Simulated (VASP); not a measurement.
Data:

```
InP
1.0
    0.00000     2.93500     2.93500
    2.93500     0.00000     2.93500
    2.93500     2.93500     0.00000
In P
1 1
Cartesian
  0.00000   0.00000   0.00000
  1.46750   1.46750   1.46750
```

The numbers are results of LDA (Ceperley-Alder, Perdew-Zunger), VASP's LDA PAW potentials (set 64) (plane waves; VASP), not measurements. Run with 300 eV cut-off, 7×7×7 Γ-centred mesh, Fermi-Dirac smearing of 0.020 eV, potentials In_d P.

At this cut-off the stress carries a Pulay error, which pulls relaxed volumes low.

Question: Give the stress tensor in GPa (positive for a compressed cell).

Answer: 
```
-1.81   0.00   0.00
 0.00  -1.81   0.00
 0.00   0.00  -1.81
```
The pressure is its mean diagonal, -1.81 GPa.

The structure is a typed InP crystal (F-43m). The cell was not relaxed at this level.
